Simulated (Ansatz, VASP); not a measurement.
# Cross-check of ZnS (Wurtzite-2H) between VASP and Ansatz, part 3 of 3

One calculation is typed for both programs; each brings its own data sets. How far apart do they land? The cell is taken from a series of runs on this material, whose earlier steps may have relaxed, scaled, displaced or heated it; both programs get it as it stands.

VASP 6.6.1 and Ansatz 0.2.0.

So far: The starting structure; VASP: zone-centre phonons, LDA.

## 3. Ansatz: zone-centre phonons, LDA

Level of this step: Ansatz beside VASP: Kohn-Sham DFT, plane waves, LDA (Ansatz).

Ansatz runs on its PAW soft_1 files.

The same cell, functional (in two slightly different forms) and mesh now go to Ansatz, which takes its cutoff from its data sets.

File input.yaml:

```yaml
crystal:
  lattice:
    - [3.7381579092, 0.0, 0.0]
    - [-1.8690789546, 3.2373397127, 0.0]
    - [0.0, 0.0, 6.1428450369]
  atoms:
    - { symbol: S, position: [0.3333333333, 0.6666666667, 0.3794072714] }
    - { symbol: S, position: [0.6666666667, 0.3333333333, 0.8794072714] }
    - { symbol: Zn, position: [0.3333333333, 0.6666666667, 0.0055927286] }
    - { symbol: Zn, position: [0.6666666667, 0.3333333333, 0.5055927286] }
kpoints:
  mp_grid: { grid: [12, 12, 8] }
hamiltonian:
  xc: lda
  pseudopotentials: { kind: paw, azcp: { folder: soft_1 }, xc_functional: pbe }
scf:
  occupations: { method: fixed }
output:
  eigenvalues: true
phonons:
  method: dfpt
  dielectric: true
  rigid_motions: translations
```

Command:

```bash
> ansatz run input.yaml --threads 8 --pin off --max-ram 16384MiB --backend cpu --events-out ev --progress --plain --runs-dir out
```

Numbers of over 12 decimals in the logs are rounded to 6 here.

What it wrote:

```text
Engine: ansatz 0.2.0, x86_64-unknown-linux-gnu
Pseudopotentials: kind: paw
Pseudopotential: S, paw, valence charge 6, recommended cutoff 420 eV (normal), soft_1/S.paw.azcp
Pseudopotential: Zn, paw, valence charge 12, recommended cutoff 420 eV (normal), soft_1/Zn.paw.azcp
Functional definition: SPW92
  exchange = slater_x
  correlation = pw_c
Crystal: 4 atoms, lattice volume = 74.339 Å³
Basis set: ecut = 420 eV, 1449 PW (Γ), exchange–correlation on 50×50×96 points (8 copies of the dense FFT grid, shifted against one another)
Bands: 22, of which v1, the nominal top of the filled ones, is band 18 counted from 1 (17 counted from 0)
Symmetry: 12 space group operations
k-points: 320 of 1152 (irreducible under 2 space group operations, time reversal used)
Non-local potential: S, projectors of the file, l = 0: 2, l = 1: 2, l = 2: 1
Non-local potential: Zn, projectors of the file, l = 0: 2, l = 1: 2, l = 2: 3, l = 3: 1
PAW form: soft (Blöchl's): semilocal exchange-correlation on the pseudo side does not see the compensation charge
PAW frozen core: S, regenerated for the run's functional, and the local potential with it (the file was generated under x = pbe(κ = 0.804, μ = 0.219515), c = pbe(β = 0.066725))
PAW frozen core: Zn, regenerated for the run's functional, and the local potential with it (the file was generated under x = pbe(κ = 0.804, μ = 0.219515), c = pbe(β = 0.066725))
PAW one-centre angular grid: S, 110 points (default); XC on 64 Gauss nodes
PAW one-centre angular grid: Zn, 590 points (default); XC on 64 Gauss nodes
Initial density: superposition of atomic densities (chi_scale 0.1, normalization cell, long waves kept (reshape's long-wave potential 0.00 eV rms))
Initial wavefunctions: pseudopotential atomic-orbital guess
Functional: x = slater, c = lda
SCF iter   1: F=—  HF=-8235.082232 eV  |F-HF|=—  |Δ(HF+E_count)|=         —  Δρ=3.82e-2  dr2=6.78e-1  ethr=3.10e-3  ⟨swp⟩=5.0  Hψ=34841  notcnv=0  defer=612
preconditioner: auto → Resta (q_TF=auto, 2.418 Å⁻¹)  ε∞=6.3  [insulator: Δε(μ)=2.443 eV  Ē_g=11.197 eV  n_scr=22 (ndim 8)  ℏωp=25.8 eV  f_vac=0.002  ε∞_Penn≈6.3]
SCF iter   2: F=—  HF=-8234.921687 eV  |F-HF|=—  |Δ(HF+E_count)|=   1.61e-1  Δρ=1.59e-2  dr2=1.51e-1  ethr=1.88e-3  ⟨swp⟩=2.5  Hψ=14758  notcnv=0  defer=634
SCF iter   3: F=—  HF=-8234.888706 eV  |F-HF|=—  |Δ(HF+E_count)|=   3.30e-2  Δρ=1.01e-2  dr2=5.14e-2  ethr=4.18e-4  ⟨swp⟩=2.0  Hψ=12814  notcnv=0  defer=637
SCF iter   4: F=—  HF=-8234.872255 eV  |F-HF|=—  |Δ(HF+E_count)|=   1.65e-2  Δρ=3.04e-3  dr2=4.38e-3  ethr=1.43e-4  ⟨swp⟩=2.0  Hψ=15365  notcnv=0  defer=637
SCF iter   5: F=—  HF=-8234.872437 eV  |F-HF|=—  |Δ(HF+E_count)|=   1.82e-4  Δρ=4.71e-4  dr2=1.92e-4  ethr=1.22e-5  ⟨swp⟩=2.2  Hψ=12248  notcnv=0  defer=637
SCF iter   6: F=—  HF=-8234.872504 eV  |F-HF|=—  |Δ(HF+E_count)|=   6.66e-5  Δρ=2.38e-4  dr2=3.77e-5  ethr=5.34e-7  ⟨swp⟩=2.8  Hψ=12402  notcnv=0  defer=613
SCF iter   7: F=—  HF=-8234.872514 eV  |F-HF|=—  |Δ(HF+E_count)|=   9.83e-6  Δρ=6.06e-5  dr2=1.08e-6  ethr=1.05e-7  ⟨swp⟩=2.3  Hψ=12571  notcnv=0  defer=4
SCF iter   8: F=—  HF=-8234.872515 eV  |F-HF|=—  |Δ(HF+E_count)|=   1.54e-6  Δρ=1.68e-5  dr2=1.23e-7  ethr=2.99e-9  ⟨swp⟩=2.4  Hψ=12504  notcnv=0  defer=3
SCF iter   9: F=—  HF=-8234.872515 eV  |F-HF|=—  |Δ(HF+E_count)|=   1.83e-8  Δρ=1.39e-6  dr2=1.91e-9  ethr=3.43e-10  ⟨swp⟩=2.5  Hψ=13359  notcnv=0  defer=3
SCF iter  10: F=-8234.872515 eV  HF=-8234.872515 eV  |F-HF|=1.27e-11  |Δ(HF+E_count)|=  4.60e-10  Δρ=3.32e-7  dr2=6.64e-11  ethr=1.00e-12  ⟨swp⟩=8.5  Hψ=58883  notcnv=0
SCF 1 converged in 10 iterations: F = -8234.872515 eV  dr2 = 6.64e-11
  greatest PAW one-centre occupation: 0.983 electrons in one spin orbital (limit 2), on the Zn atom at site 3 (counted from 0), in its partial waves of l = 2
DFPT response loops at Γ: preconditioner auto → Resta (q_TF=auto, 2.418 Å⁻¹)  ε∞=5.2 (no band partly filled); β = 1.00, the filter's whole step (`scf.mixing.beta` (0.50) is not read by the response loops at its default; to damp them type it under 1.00, their step now; it binds the ground state too); Broyden in place of MSR1
── the response to a field inside a basis, on 12×12×8 k-points: an SCF that follows is theirs, and a resumed run solves both again ──
Bands: 19, of which v1, the nominal top of the filled ones, is band 18 counted from 1 (17 counted from 0)
k-points: 168 of 1152 (irreducible under 4 space group operations, time reversal used)
Initial density: handed on by an earlier stage of this run
Initial wavefunctions: pseudopotential atomic-orbital guess (no wavefunctions were taken with the density)
Eigensolver: Dense (168 Hₖ)
SCF iter   1: F=—  HF=-8234.869719 eV  |F-HF|=—  |Δ(HF+E_count)|=         —  Δρ=1.42e-4  dr2=2.24e-6  ethr=1.00e-1
preconditioner: auto → Resta (q_TF=auto, 2.418 Å⁻¹)  ε∞=8.1  [insulator: Δε(μ)=2.429 eV  Ē_g=9.729 eV  n_scr=22 (ndim 8)  ℏωp=25.8 eV  f_vac=0.026  ε∞_Penn≈8.1]
SCF iter   2: F=—  HF=-8234.869720 eV  |F-HF|=—  |Δ(HF+E_count)|=   8.60e-7  Δρ=1.12e-4  dr2=3.23e-6  ethr=6.23e-9
SCF iter   3: F=—  HF=-8234.869720 eV  |F-HF|=—  |Δ(HF+E_count)|=   1.28e-7  Δρ=2.83e-5  dr2=9.91e-8  ethr=6.23e-9
SCF iter   4: F=-8234.869720 eV  HF=-8234.869720 eV  |F-HF|=1.39e-8  |Δ(HF+E_count)|=   1.88e-7  Δρ=5.28e-6  dr2=4.88e-9  ethr=2.75e-10
SCF 1 converged in 4 iterations: F = -8234.869720 eV  dr2 = 4.88e-9
  greatest PAW one-centre occupation: 0.983 electrons in one spin orbital (limit 2), on the Zn atom at site 2 (counted from 0), in its partial waves of l = 2
DFPT response loops at Γ: preconditioner auto → Resta (q_TF=auto, 2.418 Å⁻¹)  ε∞=5.0 (no band partly filled); β = 1.00, the filter's whole step (`scf.mixing.beta` (0.50) is not read by the response loops at its default; to damp them type it under 1.00, their step now; it binds the ground state too); Broyden in place of MSR1
SCF converged after 10 iterations
Free energy (F): -8234.872515 eV
Harris-Foulkes:  -8234.872515 eV  (|F-HF|=1.27e-11)
Internal energy: -8234.872515 eV  (E = F + TS)
E sigma→0 (E₀):  -8234.872515 eV
Fermi energy:    6.314156 eV
--- Per-component energies (eV) ---
  E_band       = 16.814645
  E_kinetic    = 511.729797
  E_local      = -4472.800537  (includes V_loc(G=0)·N_el)
  E_nonlocal   = 1714.967547
  E_hartree    = 1699.562039
  E_xc         = -333.683639
  E_vxc        = -271.446365  (∫ρ·V_xc dr)
  E_paw        = -4803.902361  (= ΣΔE_a)
  E_vpaw       = -864.759760  (= ΣTr[D̂ρ^β])
  E_aug_tail   = -0.000505  (compensation charges beyond the density's cutoff)
  E_ewald      = -2554.165539
  E_core_change = 3.420682  (= ΣΔE_core)
  E_smearing   = -0.000000  (= −TS)
  E_closure    = -0.000000  (closes the sum)
  Σ components = -8234.872515   (vs F -8234.872515, Δ=0.00e0)
--- Band table (eV; the first three rows and the last of 320) ---
  k-point 0: bands = [... 14 lower, 5.3240, 6.2107, 6.3142, 6.3142, 8.5001, 9.3041, 12.4038, 12.4038]
  k-point 1: bands = [... 14 lower, 5.3583, 5.8276, 6.2723, 6.2723, 8.8359, 9.3443, 12.4267, 12.4267]
  k-point 2: bands = [... 14 lower, 5.4571, 5.4571, 6.1553, 6.1553, 9.4329, 9.4611, 12.3546, 12.5049]
  k-point 319: bands = [... 14 lower, 3.4891, 3.4891, 4.6831, 4.6831, 10.6358, 10.6358, 12.5182, 12.5182]
--- Phonons (Γ-DFPT): 4 representative perturbations + reference, on 320 of 1152 k-points (Σ response iterations 12) ---
  k mesh reduced under 2 symmetry operations, with k and −k counted as one. Each operation leaves every solved perturbation unchanged. A smaller set is not considered because the run solves the response to a homogeneous field
  ASR residual: 2.288e-4 → 0.000e0 eV/Å²; symmetrization residual: 1.405e-5 eV/Å²
  ASR residual per site (eV/Å²): 1.27e-4 1.27e-4 2.29e-4 2.29e-4
  Γ frequencies (cm⁻¹): 0.00 0.00 0.00 70.57 70.57 199.81 289.37 293.46 293.46 299.12 299.12 348.89
  ε∞ (high-frequency dielectric tensor):
        6.059318     0.000000     0.000000
        0.000000     6.059318     0.000000
        0.000000     0.000000     6.191779
  ε⁰ (static dielectric tensor: ions relaxed, cell fixed):
        8.458432     0.000000     0.000000
        0.000000     8.458432    -0.000000
        0.000000    -0.000000     8.957274
  ε⁰ − ε∞ (ionic part):
        2.399114    -0.000000     0.000000
       -0.000000     2.399114    -0.000000
        0.000000    -0.000000     2.765495
  softest optical mode at Γ: 70.57 cm⁻¹; the repairs (sum rule, projections) moved no ω² at Γ by more than (1.58 cm⁻¹)²
  Born effective charges Z* (e; rows j = field, columns β = displacement):
    site 0:
        -1.83226   -0.00000   -0.00000
        -0.00000   -1.83226   -0.00000
         0.00000   -0.00000   -1.93980
    site 1:
        -1.83226    0.00000    0.00000
         0.00000   -1.83226   -0.00000
        -0.00000   -0.00000   -1.93980
    site 2:
         1.83226    0.00000    0.00000
        -0.00000    1.83226    0.00000
         0.00000    0.00000    1.93980
    site 3:
         1.83226   -0.00000    0.00000
         0.00000    1.83226    0.00000
         0.00000    0.00000    1.93980
  Z* charge neutrality: 3.290e-4 e pre-enforcement
  solved inside a basis spanned on kpoints, on 12×12×8 k-points, its susceptibility summed on 16×16×8: ε∞ is read to err by 2.0e-2, Z* by 1.3e-2 e (field_mesh: kpoints solves on kpoints); Z* is corrected for what the basis lacks
  optical modes at Γ without the LO–TO term, one row a degenerate level:
      ω (cm⁻¹)  modes    IR ((D/Å)²/amu)
         70.57      2             0.0000
        199.81      1             0.0000
        289.37      1             8.0711
[...]
optical modes at Γ + LO–TO along q̂ = [1.0000, 0.0000, 0.0000]:
      ω (cm⁻¹)  modes    IR ((D/Å)²/amu)
[...]
optical modes at Γ + LO–TO along q̂ = [0.0000, 1.0000, 0.0000]:
      ω (cm⁻¹)  modes    IR ((D/Å)²/amu)
[...]
346.72      1             7.2010
        348.89      1             0.0000
  optical modes at Γ + LO–TO along q̂ = [0.0000, 0.0000, 1.0000]:
      ω (cm⁻¹)  modes    IR ((D/Å)²/amu)
         70.57      2             0.0000
        199.81      1             0.0000
        293.46      2            14.4021
        299.12      2             0.0000
        348.04      1             8.0711
        348.89      1             0.0000
```

In the SCF lines HF is the Harris–Foulkes energy and dr2 the Hartree energy of the density residual, in eV; the loop may stop once dr2 is under the threshold and the program's other checks hold. Hψ counts applications of the Hamiltonian.

## 4. Side by side

Known differences besides the potentials themselves: fixed occupations in Ansatz, narrow Gaussian smearing in VASP; VASP's response is taken on the typed mesh, Ansatz refines its own for the field response alone; the cutoff is 420 eV in Ansatz and 500 eV in VASP; VASP's log shows a relativistic correction to its local exchange, Ansatz's none. Total energies have different zeros and are not compared.

The two programs side by side:

```csv
quantity,Ansatz,VASP,difference
ε∞ xx,6.06,6.01,+0.85 %
ε∞ yy,6.06,6.01,+0.85 %
ε∞ zz,6.19,6.14,+0.91 %
Born charge of S1 (mean of the diagonal) (e),-1.87,-1.88,+0.01
Born charge of Zn3 (mean of the diagonal) (e),1.87,1.88,-0.01
optical mode 1 to 2 (cm⁻¹),70.6,70.5,+0.07 %
optical mode 3 (cm⁻¹),199.8,201.6,-0.90 %
optical mode 4 (cm⁻¹),289.4,291.3,-0.66 %
optical mode 5 to 6 (cm⁻¹),293.5,294.7,-0.44 %
optical mode 7 to 8 (cm⁻¹),299.1,300.3,-0.38 %
optical mode 9 (cm⁻¹),348.9,350.0,-0.32 %
```

Modes are paired by rising frequency, not by their patterns, so a pair may set unlike modes beside each other; they are those without the splitting of longitudinal modes.

## 5. Results

```json
{"r.m.s. difference of the optical zone-centre modes, each program's sorted by frequency (zone-centre phonons, LDA)": "1.3 cm⁻¹", "difference in ε∞ zz (zone-centre phonons, LDA)": "+0.9 %"}
```

**Reading.** The r.m.s. difference of the optical zone-centre modes, each program's sorted by frequency is 1.3 cm⁻¹ (zone-centre phonons, LDA). Among the rows given in per cent, the largest difference of the zone-centre phonons, LDA pair is in ε∞ zz, +0.9 %. Such differences can come from data sets, numerical settings and the points named under the comparisons, not from the functional's error against experiment.

[Lines on the potential files, build, host, timing and source positions are cut from VASP's logs without a mark.]

[Logs are printed without paths, hosts, clocks, repeated set-up lines and the standing remarks that a program may print on its own settings, such as how far it seeks lower states.]

[Hosts, paths, dates, database ids (printed as entryN), source tags and the programs' standing remarks are cut or masked in the printed files.]
